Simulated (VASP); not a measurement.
# ZrAl3B3N (P3m1) in VASP: notebook

The runs below take ZrAl3B3N through equation of state, with PBE.

All numbers are computed with VASP 6.6.1; they aren't measurements. Logs are shortened: lines on timing, memory, paths and dates and some standing lists are left out, and cuts for length are marked.

### 1 The structure

Symmetry: P3m1, No. 156, trigonal system. The conventional cell has a = 3.017 Å, b = 3.017 Å, c = 11.416 Å, α = 90.00°, β = 90.00°, γ = 120.00°. Around Zr (site symmetry 3m) lie 9 B at 2.49 to 2.57 Å. Al (site symmetry 3m) has 3 N at 2.11 Å and 6 B at 2.35 to 2.43 Å as nearest neighbours. Al (site symmetry 3m) has 3 N at 2.12 Å as nearest neighbours. Al (site symmetry 3m) has 3 B at 2.21 Å as nearest neighbours. Around B (site symmetry 3m) lie 3 B at 1.75 Å. Around B (site symmetry 3m) lie 3 B at 1.75 Å. Around B (site symmetry 3m) lie 3 Al at 2.21 Å and 3 Zr at 2.54 Å. N (site symmetry 3m) has 6 Al at 2.11 to 2.12 Å as nearest neighbours.

The cell was built by a generator and needn't be a form met in nature.

### 2 Equation of state, PBE, 11.25 Å³/atom

The input, INCAR:

```
ALGO = Normal
EDIFF = 1E-6
EDIFFG = -0.02
ENCUT = 520
GGA = PE
IBRION = 2
ISIF = 4
ISMEAR = 0
KPAR = 4
LASPH = T
LCHARG = F
LREAL = F
LWAVE = F
NELM = 100
NSW = 30
PREC = Accurate
SIGMA = 0.1
```

The input, KPOINTS:

```
k-points
0
Gamma
  12 12 4
```

The input, POSCAR:

```
ZrAl3B3N
1.0
    3.0172470000      0.0000000000      0.0000000000
   -1.5086230000      2.6130120000      0.0000000000
    0.0000000000      0.0000000000     11.4161900000
Zr Al B N
1 3 3 1
Direct
    0.6666670000      0.3333330000      0.0105530000
    0.6666670000      0.3333330000      0.3139950000
    0.0000000000      0.0000000000      0.5253830000
    0.3333330000      0.6666670000      0.7302860000
    0.0000000000      0.0000000000      0.1757430000
    0.3333330000      0.6666670000      0.1658530000
    0.0000000000      0.0000000000      0.8491690000
    0.3333330000      0.6666670000      0.4190330000
```

Potentials or basis: VASP PAW PBE potentials, release 64 (Zr_sv, Al, B, N).

On the command line:

```
$ cat potpaw_PBE.64/Zr_sv/POTCAR potpaw_PBE.64/Al/POTCAR potpaw_PBE.64/B/POTCAR potpaw_PBE.64/N/POTCAR > POTCAR
$ mpirun -np 4 vasp_std > vasp.out
```

OUTCAR:

```text
EDIFF = 1E-6
   EDIFFG = -0.02
   ENCUT = 520
   GGA = PE
   IBRION = 2
   ISIF = 4
   ISMEAR = 0
   LASPH = T
   LREAL = F
   NELM = 100
   NSW = 30
   PREC = Accurate

 ion  position               nearest neighbor table
   1  0.667  0.333  0.011-   6 2.49   6 2.49   6 2.49   7 2.54   7 2.54   7 2.54   5 2.57   5 2.57
                             5 2.57   2 3.46
   2  0.667  0.333  0.314-   8 2.11   8 2.11   8 2.11   5 2.35   5 2.35   5 2.35   6 2.43   6 2.43
                             6 2.43   3 2.98   3 2.98   3 2.98   1 3.46
   3  0.000  0.000  0.525-   8 2.12   8 2.12   8 2.12   4 2.92   4 2.92   4 2.92   2 2.98   2 2.98
                             2 2.98
   4  0.333  0.667  0.730-   7 2.21   7 2.21   7 2.21   3 2.92   3 2.92   3 2.92
   5  0.000  0.000  0.176-   6 1.75   6 1.75   6 1.75   2 2.35   2 2.35   2 2.35   1 2.57   1 2.57
                             1 2.57
   6  0.333  0.667  0.166-   5 1.75   5 1.75   5 1.75   2 2.43   2 2.43   2 2.43   1 2.49   1 2.49
                             1 2.49
   7  0.000  0.000  0.849-   4 2.21   4 2.21   4 2.21   1 2.54   1 2.54   1 2.54
   8  0.333  0.667  0.419-   2 2.11   2 2.11   2 2.11   3 2.12   3 2.12   3 2.12

  LATTYP: Found a hexagonal cell.
 ALAT       =     3.0172470000
 C/A-ratio  =     3.7836444945

  Lattice vectors:

 A1 = (   3.0172470000,   0.0000000000,   0.0000000000)
 A2 = (  -1.5086230000,   2.6130120000,   0.0000000000)
 A3 = (   0.0000000000,   0.0000000000,  11.4161900000)

Analysis of symmetry for initial positions (statically):
=====================================================================
 Subroutine PRICEL returns:
 Original cell was already a primitive cell.

 Routine SETGRP: Setting up the symmetry group for a
 hexagonal supercell.

 Subroutine GETGRP returns: Found  6 space group operations
 (whereof  6 operations were pure point group operations)
 out of a pool of 24 trial point group operations.

The static configuration has the point symmetry C_3v.

Analysis of symmetry for dynamics (positions and initial velocities):
=====================================================================
 Subroutine PRICEL returns:
 Original cell was already a primitive cell.

 Routine SETGRP: Setting up the symmetry group for a
 hexagonal supercell.

 Subroutine GETGRP returns: Found  6 space group operations
 (whereof  6 operations were pure point group operations)
 out of a pool of 24 trial point group operations.

The dynamic configuration has the point symmetry C_3v.

 Subroutine INISYM returns: Found  6 space group operations
 (whereof  6 operations are pure point group operations),
 and found     1 'primitive' translations

----------------------------------------------------------------------------------------

                                     Primitive cell

  volume of cell :      90.0064

  direct lattice vectors                    reciprocal lattice vectors
     3.017247000  0.000000000  0.000000000     0.331427954  0.191349995  0.000000000
    -1.508623000  2.613012000  0.000000000     0.000000000  0.382700118  0.000000000
     0.000000000  0.000000000 11.416190000     0.000000000  0.000000000  0.087594898

  length of vectors
     3.017247000  3.017246272 11.416190000     0.382700025  0.382700118  0.087594898

  position of ions in fractional coordinates (direct lattice)
     0.666667000  0.333333000  0.010553000
     0.666667000  0.333333000  0.313995000
     0.000000000  0.000000000  0.525383000
     0.333333000  0.666667000  0.730286000
     0.000000000  0.000000000  0.175743000
     0.333333000  0.666667000  0.165853000
     0.000000000  0.000000000  0.849169000
     0.333333000  0.666667000  0.419033000

  ion indices of the primitive-cell ions
   primitive index   ion index
                 1           1
                 2           2
                 3           3
                 4           4
                 5           5
                 6           6
                 7           7
                 8           8

----------------------------------------------------------------------------------------

 KPOINTS: k-points

Automatic generation of k-mesh.
 Grid dimensions read from file:
 generate k-points for:   12   12    4

 Generating k-lattice:

  Cartesian coordinates                     Fractional coordinates (reciprocal lattice)
     0.027618996  0.015945833  0.000000000     0.083333333 -0.000000000  0.000000000
     0.000000000  0.031891676  0.000000000     0.000000000  0.083333333  0.000000000
     0.000000000  0.000000000  0.021898725     0.000000000  0.000000000  0.250000000

  Length of vectors
     0.031891669  0.031891676  0.021898725

  Shift w.r.t. Gamma in fractional coordinates (k-lattice)
     0.000000000  0.000000000  0.000000000

 Subroutine IBZKPT returns following result:
 ===========================================

 Found     69 irreducible k-points:

 Following reciprocal coordinates:
            Coordinates               Weight
  0.000000  0.000000  0.000000      1.000000
  0.083333 -0.000000  0.000000      6.000000
  0.166667 -0.000000  0.000000      6.000000
  0.250000 -0.000000  0.000000      6.000000
  0.333333 -0.000000  0.000000      6.000000
  0.416667 -0.000000  0.000000      6.000000
[... 16 lines left out ...]
  0.166667 -0.000000  0.250000      6.000000
  0.000000  0.166667  0.250000      6.000000
 [... further k-points ...]
   k-points           NKPTS =     69   k-points in BZ     NKDIM =     69   number of bands    NBANDS=     22
   number of dos      NEDOS =    301   number of ions     NIONS =      8
   total plane-waves  NPLWV =  51840
   dimension x,y,z NGX =    24 NGY =   24 NGZ =   90
   dimension x,y,z NGXF=    48 NGYF=   48 NGZF=  180
   ions per type =               1   3   3   1
   NGX,Y,Z   is equivalent  to a cutoff of  13.22, 13.22, 13.11 a.u.
   NGXF,Y,Z  is equivalent  to a cutoff of  26.45, 26.45, 26.21 a.u.
 SYSTEM =  unknown system
   PREC   = accura    normal or accurate (medium, high low for compatibility)
   ISTART =      0    job   : 0-new  1-cont  2-samecut
   ICHARG =      2    charge: 1-file 2-atom 10-const
   ISPIN  =      1    spin polarized calculation?
   LNONCOLLINEAR =      F non collinear calculations
   LSORBIT =      F    spin-orbit coupling
   LASPH  =      T    aspherical Exc in radial PAW
   ENCUT  =  520.0 eV  38.22 Ry    6.18 a.u.   5.61  5.61 21.23*2*pi/ulx,y,z
   NELM   =    100;   NELMIN=  2; NELMDL= -5     # of ELM steps
   EDIFF  = 0.1E-05   stopping-criterion for ELM
   LREAL  =      F    real-space projection
   EDIFFG = -.2E-01   stopping-criterion for IOM
   NSW    =     30    number of steps for IOM
   IBRION =      2    ionic relax: 0-MD 1-quasi-New 2-CG
   NFREE  =      1    steps in history (QN), initial steepest desc. (CG)
   ISIF   =      4    stress and relaxation
   ISYM   =      2    0-nonsym 1-usesym 2-fastsym
   POTIM  = 0.5000    time-step for ionic-motion
   TEBEG  =    0.0;   TEEND  =   0.0 temperature during run
   PSTRESS=    0.0 pullay stress
   NELECT =      35.0000    total number of electrons
   NUPDOWN=      -1.0000    fix difference up-down
   EMIN   =  10.00;   EMAX   =-10.00  energy-range for DOS
   EFERMI =   0.00;   METHOD = LEGACY
   ISMEAR =     0;   SIGMA  =   0.10  broadening in eV -4-tet -1-fermi 0-gaus
   EFERMI_NEDOS =   21; number of points for ismear=-14 and -15
   IALGO  =     38    algorithm
   IMIX   =      4    mixing-type and parameters
     AMIX     =   0.40;   BMIX     =  1.00
     AMIX_MAG =   1.60;   BMIX_MAG =  1.00
  volume/ion in A,a.u.               =      11.25        75.92
  Fermi-wavevector in a.u.,A,eV,Ry     =   1.194922  2.258076 19.426936  1.427839
  Thomas-Fermi vector in A             =   2.330901
   LORBIT       =      0    0 simple, 1 ext, 2 COOP (PROOUT), +10 PAW based schemes
   GGA     = PE    functional components
   LHFCALC =     F    Hartree Fock is set to
   AEXX    =    0.0000 exact exchange contribution
   IVDW    =     0    specifies the selected vdW correction
   LEPSILON=     F    determine dielectric tensor
   LRPA    =     F    only Hartree local field effects (RPA)
 conjugate gradient relaxation of ions
 non-spin polarized calculation
 Gauss-broadening in eV      SIGMA  =   0.10
  energy-cutoff  :      520.00
  volume of cell :       90.01
 maximum number of plane-waves:      2456
 NGX is ok and might be reduce to    24
   NGX = 11   NGY = 11   NGZ = 43

 number of electron      34.9999998 magnetization

 Free energy of the ion-electron system (eV)
  ---------------------------------------------------
  ext. energy  EPLUGINS =         0.00000000
  ---------------------------------------------------
  free energy    TOTEN  =       -50.11898561 eV

  energy without entropy =      -50.10890199  energy(sigma->0) =      -50.11394380

 E-fermi :   9.1006     XC(G=0): -11.3885

 val. band max:        9.0544679147   @ k =   0.3333   0.2500   0.0000
 cond. band min:       9.1116718995   @ k =   0.3333   0.1667   0.2500
 fundamental gap:      0.0572039848
 Fermi energy:         9.1006496314

 k-point     1 :       0.0000    0.0000    0.0000
  band No.  band energies     occupation
      1     -39.2462      2.00000
      2     -17.5579      2.00000
      3     -16.6492      2.00000
      4     -16.6492      2.00000
      5      -8.4048      2.00000
      6      -4.2849      2.00000
[... 14 lines left out ...]
     21      11.7606      0.00000
     22      13.3715      0.00000

 k-point     2 :       0.0833   -0.0000    0.0000
  band No.  band energies     occupation
      1     -39.2332      2.00000
      2     -17.5392      2.00000
      3     -16.7464      2.00000
      4     -16.6701      2.00000
      5      -8.3075      2.00000
      6      -4.1677      2.00000
[... 14 lines left out ...]
     21      12.1867      0.00000
     22      12.9275      0.00000
[... 523 lines left out ...]
     21      12.3856      0.00000
     22      12.4941      0.00000

 k-point    24 :       0.0000    0.1667    0.2500
  band No.  band energies     occupation
      1     -39.1974      2.00000
      2     -17.4878      2.00000
      3     -17.0051      2.00000
      4     -16.7266      2.00000
      5      -8.0251      2.00000
      6      -3.8251      2.00000
[... 14 lines left out ...]
     21      12.3856      0.00000
     22      13.0521      0.00000

 [... further k-points ...]
[... 5 lines left out ...]
  --------------------------------------------------------------------------------------
  -------------------------------------------------------------------------------------
  Total       -0.0131759     -0.0131758     -0.0162678     -0.0000000      0.0000000     -0.0000000
  in kB       -0.2345394     -0.2345393     -0.2895785     -0.0000000      0.0000000     -0.0000000
  external PRESSURE =      -0.2528858 kB  Pullay stress =       0.0000000 kB

 VOLUME and BASIS-vectors are now :
 -----------------------------------------------------------------------------
  energy-cutoff  :      520.00
  volume of cell :       90.01
      direct lattice vectors                 reciprocal lattice vectors
     3.017247000  0.000000000  0.000000000     0.331427954  0.191349995  0.000000000
    -1.508623000  2.613012000  0.000000000     0.000000000  0.382700118  0.000000000
     0.000000000  0.000000000 11.416190000     0.000000000  0.000000000  0.087594898

 POSITION                                       TOTAL-FORCE (eV/Angst)
 -----------------------------------------------------------------------------------
      1.50863      0.87100      0.12048         0.000000     -0.000000     -0.001001
      1.50863      0.87100      3.58463        -0.000000      0.000000      0.003049
      0.00000      0.00000      5.99787        -0.000000      0.000000      0.003514
     -0.00000      1.74201      8.33708        -0.000000      0.000000     -0.001377
      0.00000      0.00000      2.00632        -0.000000      0.000000     -0.002654
     -0.00000      1.74201      1.89341        -0.000000      0.000000      0.000831
      0.00000      0.00000      9.69427        -0.000000      0.000000     -0.003230
     -0.00000      1.74201      4.78376         0.000000     -0.000000      0.000868
 -----------------------------------------------------------------------------------
    total drift:                               -0.001308      0.000752      0.001072

  FREE ENERGIE OF THE ION-ELECTRON SYSTEM (eV)
  ---------------------------------------------------
  free  energy   TOTEN  =       -50.1189856051 eV

  energy  without entropy=      -50.1089019949  energy(sigma->0) =      -50.11394380

 reached required accuracy - stopping structural energy minimisation
```

Run time: 17 s. Hardware: 4 MPI ranks of Intel Xeon 6975P-C (Granite Rapids), shared host; peak memory 0.31 GiB.

Results:

```
Free energy            : -50.1190 eV
Pressure               : 0.0 GPa
Largest force          : 0.004 eV/Å
Band gap on the k mesh : none (metal or under the smearing width)
```

### 3 Equation of state, PBE, 10.91 Å³/atom (volume scaled by 0.97)

INCAR is that of step 2.

KPOINTS is that of step 2.

Changes to POSCAR since step 2:

```diff
@@ -2,5 +2,5 @@
 1.0
-    3.0172470000      0.0000000000      0.0000000000
-   -1.5086230000      2.6130120000      0.0000000000
-    0.0000000000      0.0000000000     11.4161900000
+    2.9867676737      0.0000000000      0.0000000000
+   -1.4933833419      2.5866161347      0.0000000000
+    0.0000000000      0.0000000000     11.3008670649
 Zr Al B N
```

Potentials or basis: VASP PAW PBE potentials, release 64 (Zr_sv, Al, B, N).

On the command line:

```
$ cat potpaw_PBE.64/Zr_sv/POTCAR potpaw_PBE.64/Al/POTCAR potpaw_PBE.64/B/POTCAR potpaw_PBE.64/N/POTCAR > POTCAR
$ mpirun -np 4 vasp_std > vasp.out
```

It took 46 s on 4 MPI ranks of Intel Xeon 6975P-C (Granite Rapids), shared host; peak memory 0.31 GiB.

The run converged. Its results:

- Free energy: -50.0786 eV
- Pressure: 4.8 GPa
- Largest force: 0.009 eV/Å
- Band gap on the k mesh: none (metal or under the smearing width)

### 4 Equation of state, PBE, 11.59 Å³/atom (volume scaled by 1.03)

INCAR is that of step 3.

KPOINTS is that of step 3.

Changes to POSCAR since step 3:

```diff
@@ -2,5 +2,5 @@
 1.0
-    2.9867676737      0.0000000000      0.0000000000
-   -1.4933833419      2.5866161347      0.0000000000
-    0.0000000000      0.0000000000     11.3008670649
+    3.0471226756      0.0000000000      0.0000000000
+   -1.5235608329      2.6388850886      0.0000000000
+    0.0000000000      0.0000000000     11.5292289356
 Zr Al B N
```

On the command line:

```
$ cat potpaw_PBE.64/Zr_sv/POTCAR potpaw_PBE.64/Al/POTCAR potpaw_PBE.64/B/POTCAR potpaw_PBE.64/N/POTCAR > POTCAR
$ mpirun -np 4 vasp_std > vasp.out
```

Run time: 74 s. Hardware: 4 MPI ranks of Intel Xeon 6975P-C (Granite Rapids), shared host; peak memory 0.32 GiB.

The run converged. Its results:

```yaml
Free_energy: -50.0842 eV
Pressure: -4.1 GPa
Largest_force: 0.013 eV/Å
Band_gap_on_the_k_mesh: none (metal or under the smearing width)
```

### 5 Equation of state, PBE, 10.58 Å³/atom (volume scaled by 0.94)

INCAR is that of step 4.

KPOINTS is that of step 4.

Changes to POSCAR since step 4:

```diff
@@ -2,5 +2,5 @@
 1.0
-    3.0471226756      0.0000000000      0.0000000000
-   -1.5235608329      2.6388850886      0.0000000000
-    0.0000000000      0.0000000000     11.5292289356
+    2.9556532478      0.0000000000      0.0000000000
+   -1.4778261341      2.5596702571      0.0000000000
+    0.0000000000      0.0000000000     11.1831411385
 Zr Al B N
```

On the command line:

```
$ cat potpaw_PBE.64/Zr_sv/POTCAR potpaw_PBE.64/Al/POTCAR potpaw_PBE.64/B/POTCAR potpaw_PBE.64/N/POTCAR > POTCAR
$ mpirun -np 4 vasp_std > vasp.out
```

Wall time 71 s (4 MPI ranks of Intel Xeon 6975P-C (Granite Rapids), shared host); peak memory 0.31 GiB.

The run converged. Its results:

* Free energy: -49.9501 eV
* Pressure: 10.4 GPa
* Largest force: 0.016 eV/Å
* Band gap on the k mesh: none (metal or under the smearing width)

### 6 Equation of state, PBE, 11.93 Å³/atom (volume scaled by 1.06)

INCAR is that of step 5.

KPOINTS is that of step 5.

Changes to POSCAR since step 5:

```diff
@@ -2,5 +2,5 @@
 1.0
-    2.9556532478      0.0000000000      0.0000000000
-   -1.4778261341      2.5596702571      0.0000000000
-    0.0000000000      0.0000000000     11.1831411385
+    3.0764237296      0.0000000000      0.0000000000
+   -1.5382113550      2.6642605403      0.0000000000
+    0.0000000000      0.0000000000     11.6400937072
 Zr Al B N
```

Potentials or basis: VASP PAW PBE potentials, release 64 (Zr_sv, Al, B, N).

On the command line:

```
$ cat potpaw_PBE.64/Zr_sv/POTCAR potpaw_PBE.64/Al/POTCAR potpaw_PBE.64/B/POTCAR potpaw_PBE.64/N/POTCAR > POTCAR
$ mpirun -np 4 vasp_std > vasp.out
```

Run time: 96 s. Hardware: 4 MPI ranks of Intel Xeon 6975P-C (Granite Rapids), shared host; peak memory 0.33 GiB.

The run converged. Its results:

```
Free energy            : -49.9859 eV
Pressure               : -7.6 GPa
Largest force          : 0.017 eV/Å
Band gap on the k mesh : none (metal or under the smearing width)
```

### 7 Equation of state, PBE, 10.24 Å³/atom (volume scaled by 0.91)

INCAR is that of step 6.

KPOINTS is that of step 6.

Changes to POSCAR since step 6:

```diff
@@ -2,5 +2,5 @@
 1.0
-    3.0764237296      0.0000000000      0.0000000000
-   -1.5382113550      2.6642605403      0.0000000000
-    0.0000000000      0.0000000000     11.6400937072
+    2.9238695667      0.0000000000      0.0000000000
+   -1.4619342988      2.5321447877      0.0000000000
+    0.0000000000      0.0000000000     11.0628829887
 Zr Al B N
```

On the command line:

```
$ cat potpaw_PBE.64/Zr_sv/POTCAR potpaw_PBE.64/Al/POTCAR potpaw_PBE.64/B/POTCAR potpaw_PBE.64/N/POTCAR > POTCAR
$ mpirun -np 4 vasp_std > vasp.out
```

Wall time 76 s (4 MPI ranks of Intel Xeon 6975P-C (Granite Rapids), shared host); peak memory 0.3 GiB.

The run converged. Its results:

```
Free energy            : -49.7185 eV
Pressure               : 17.0 GPa
Largest force          : 0.006 eV/Å
Band gap on the k mesh : none (metal or under the smearing width)
```

### 8 Equation of state, PBE, 12.26 Å³/atom (volume scaled by 1.09)

INCAR is that of step 7.

KPOINTS is that of step 7.

Changes to POSCAR since step 7:

```diff
@@ -2,5 +2,5 @@
 1.0
-    2.9238695667      0.0000000000      0.0000000000
-   -1.4619342988      2.5321447877      0.0000000000
-    0.0000000000      0.0000000000     11.0628829887
+    3.1051770198      0.0000000000      0.0000000000
+   -1.5525879953      2.6891616149      0.0000000000
+    0.0000000000      0.0000000000     11.7488859354
 Zr Al B N
```

On the command line:

```
$ cat potpaw_PBE.64/Zr_sv/POTCAR potpaw_PBE.64/Al/POTCAR potpaw_PBE.64/B/POTCAR potpaw_PBE.64/N/POTCAR > POTCAR
$ mpirun -np 4 vasp_std > vasp.out
```

Run time: 89 s. Hardware: 4 MPI ranks of Intel Xeon 6975P-C (Granite Rapids), shared host; peak memory 0.33 GiB.

It converged, with:

| Item | Value |
| --- | --- |
| Free energy | -49.8346 eV |
| Pressure | -10.4 GPa |
| Largest force | 0.017 eV/Å |
| Band gap on the k mesh | none (metal or under the smearing width) |
